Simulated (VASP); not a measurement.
Input:

```
CELL_PARAMETERS angstrom
      1.99467     1.15163     8.33127
     -1.99467     1.15163     8.33127
      0.00000    -2.30325     8.33127
ATOMIC_POSITIONS crystal
  Ca 0.00000 0.00000 0.00000
  Ga 0.45131 0.45131 0.45131
  Ga 0.54869 0.54869 0.54869
  As 0.25628 0.25628 0.25628
  As 0.74372 0.74372 0.74372
```

These are LDA (Ceperley-Alder, Perdew-Zunger), VASP's LDA PAW potentials (set 64) (plane waves; VASP) values and carry that method's errors. Settings: 300 eV cut-off, 5×5×5 Γ-centred mesh, Fermi-Dirac smearing of 0.10 eV, potentials Ca_sv Ga_d As.

At this cut-off the stress carries a Pulay error, which pulls relaxed volumes low. Energy and stress use the plane-wave basis of the starting cell.

Question: The ions, cell shape and volume are relaxed. What does this cell relax into?

Answer: 
```
CELL_PARAMETERS angstrom
      1.97418     1.13979     8.10427
     -1.97418     1.13979     8.10427
      0.00000    -2.27959     8.10427
ATOMIC_POSITIONS crystal
  Ca 0.00000 0.00000 0.00000
  Ga 0.45061 0.45061 0.45061
  Ga 0.54939 0.54939 0.54939
  As 0.25734 0.25734 0.25734
  As 0.74266 0.74266 0.74266
```
Space group R-3m (166), at a tolerance of 0.03 Å.

Question: How do energy and volume change from the first to the last step?

Answer: The energy (σ→0) changes by -10.5 meV/atom and the volume by -4.7 %, in 12 ionic steps.

```json
[
 {"step": "1", "E(σ→0) (eV)": "-23.4213", "max force (eV/Å)": "0.079", "pressure (GPa)": "-2.74", "volume (Å³)": "114.83"},
 {"step": "2", "E(σ→0) (eV)": "-23.4656", "max force (eV/Å)": "0.146", "pressure (GPa)": "0.76", "volume (Å³)": "108.42"},
 {"step": "3", "E(σ→0) (eV)": "-23.4684", "max force (eV/Å)": "0.129", "pressure (GPa)": "0.01", "volume (Å³)": "109.54"},
 {"step": "4", "E(σ→0) (eV)": "-23.4683", "max force (eV/Å)": "0.130", "pressure (GPa)": "0.24", "volume (Å³)": "109.44"},
 {"step": "5", "E(σ→0) (eV)": "-23.4711", "max force (eV/Å)": "0.089", "pressure (GPa)": "0.12", "volume (Å³)": "109.38"},
 {"step": "6", "E(σ→0) (eV)": "-23.4727", "max force (eV/Å)": "0.121", "pressure (GPa)": "0.11", "volume (Å³)": "109.28"},
 {"step": "7", "E(σ→0) (eV)": "-23.4738", "max force (eV/Å)": "0.031", "pressure (GPa)": "-0.07", "volume (Å³)": "109.56"},
 {"step": "8", "E(σ→0) (eV)": "-23.4738", "max force (eV/Å)": "0.031", "pressure (GPa)": "-0.04", "volume (Å³)": "109.55"},
 {"step": "9", "E(σ→0) (eV)": "-23.4738", "max force (eV/Å)": "0.031", "pressure (GPa)": "-0.04", "volume (Å³)": "109.55"},
 {"step": "10", "E(σ→0) (eV)": "-23.4740", "max force (eV/Å)": "0.015", "pressure (GPa)": "0.01", "volume (Å³)": "109.48"},
 {"step": "11", "E(σ→0) (eV)": "-23.4740", "max force (eV/Å)": "0.010", "pressure (GPa)": "-0.01", "volume (Å³)": "109.46"},
 {"step": "12", "E(σ→0) (eV)": "-23.4740", "max force (eV/Å)": "0.005", "pressure (GPa)": "0.03", "volume (Å³)": "109.42"}
]
```

The structure comes from a computed database's CaGa2As2 entry; how it stands against other phases isn't given here. This run relaxes it. Symmetry was kept, so distortions that lower it aren't found. The run is one of a series of settings (EDIFFG = -0.01, IBRION = 2, ISIF = 3, NSW = 50 against the base run), some of them coarse on purpose.
